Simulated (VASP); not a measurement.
Here is the system:

```
CELL_PARAMETERS angstrom
      0.00000     2.51344     2.51344
      2.51344     0.00000     2.51344
      2.51344     2.51344     0.00000
ATOMIC_POSITIONS crystal
  Pb 0.00000 0.00000 0.00000
```

Calculation: PBE GGA, VASP's PBE PAW potentials (set 64) (plane waves; VASP 6.6.1). Numerical set-up: 480 eV cut-off, 12×12×12 Γ-centred mesh, first-order Methfessel-Paxton smearing of 0.10 eV, potentials Pb_d.

Energy and stress use the plane-wave basis of the starting cell.

Problem. The ions, cell shape and volume at an external pressure of 5.0 GPa are relaxed. What does this cell relax into?

Solution. 
```
CELL_PARAMETERS angstrom
      0.00000     2.43945     2.43945
      2.43945     0.00000     2.43945
      2.43945     2.43945     0.00000
ATOMIC_POSITIONS crystal
  Pb 0.00000 0.00000 0.00000
```
Space group Fm-3m (225), at a tolerance of 0.03 Å.

Problem. How do energy and volume change from the first to the last step?

Solution. The energy (σ→0) changes by +45.2 meV/atom and the volume by -8.6 %, in 3 ionic steps.

```json
[
 {"step": "1", "E(σ→0) (eV)": "-3.5512", "max force (eV/Å)": "0.000", "pressure (GPa)": "0.55", "volume (Å³)": "31.76"},
 {"step": "2", "E(σ→0) (eV)": "-3.4613", "max force (eV/Å)": "0.000", "pressure (GPa)": "7.56", "volume (Å³)": "27.88"},
 {"step": "3", "E(σ→0) (eV)": "-3.5060", "max force (eV/Å)": "0.000", "pressure (GPa)": "4.98", "volume (Å³)": "29.03"}
]
```

The compound is Pb in the fcc structure. This run relaxes it under an external pressure of 5 GPa. Symmetry was kept, so distortions that lower it aren't found.
